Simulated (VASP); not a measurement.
VASP ran on this input.

**INCAR**
```
# general
SYSTEM  = Se
PREC    = Accurate
ENCUT   = 520
LREAL   = F   # projection in real space or not
LASPH   = T

# electronic loop
EDIFF   = 1E-7
NELM    = 100   # most electronic steps
ALGO    = Normal   # blocked Davidson
LMAXMIX = 4   # l cut-off of mixed one-centre charges

# smearing
ISMEAR  = 0   # Gaussian
SIGMA   = 0.05

# functional
GGA     = PS   # PBEsol

# ions
IBRION  = 2
NSW     = 30   # most ionic steps
ISIF    = 4
EDIFFG  = -0.01   # ionic stop

# output
LWAVE   = F
LCHARG  = F
```

POSCAR:
```
Se
1.0
  2.0196775750  -3.4981841636   0.0000000000
  2.0196775750   3.4981841636   0.0000000000
  0.0000000000   0.0000000000   5.1270734014
Se
3
Direct
  0.0000000000   0.2490637901   0.6666670000
  0.7509362099   0.7509362099   0.0000000000
  0.2490637901   0.0000000000   0.3333330000
```

### KPOINTS
```
Automatic mesh
0
Gamma
8 8 5
0 0 0
```

POTCAR, in this order: Se (PBE.64 set). Program: vasp_std.

Problem. Translate this PBEsol calculation to Quantum ESPRESSO's pw.x.

Solution. One equivalent input (not run):
```
&CONTROL
  calculation = 'vc-relax'
  pseudo_dir = './pseudo'
  outdir = './out'
  tprnfor = .true.
  tstress = .true.
  nstep = 30
  forc_conv_thr = 0.00039
/
&SYSTEM
  ibrav = 0
  nat = 3
  ntyp = 1
  ecutwfc = 86
  occupations = 'smearing'
  smearing = 'gaussian'
  degauss = 0.003675
  input_dft = 'pbesol'
/
&ELECTRONS
  conv_thr = 7.3e-09
  electron_maxstep = 100
/
&IONS
/
&CELL
  cell_dofree = 'shape'
/
ATOMIC_SPECIES
  Se 78.971 Se.upf
CELL_PARAMETERS angstrom
     2.0196776   -3.4981842    0.0000000
     2.0196776    3.4981842    0.0000000
     0.0000000    0.0000000    5.1270734
ATOMIC_POSITIONS crystal
  Se   0.0000000  0.2490638  0.6666670
  Se   0.7509362  0.7509362  0.0000000
  Se   0.2490638  0.0000000  0.3333330
K_POINTS automatic
  8 8 5 0 0 0
```
Limits of the translation: the potentials are each code's own (VASP's PAW set, PseudoDojo norm-conserving files in pw.x), so ENCUT and ecutwfc are chosen apart and not converted; conv_thr bounds pw.x's estimated SCF error, while EDIFF bounds the energy change between steps; forc_conv_thr acts on force components and is met together with etot_conv_thr.

The compound is Se in the trig structure. It was relaxed first, which changed the volume by -12 %.
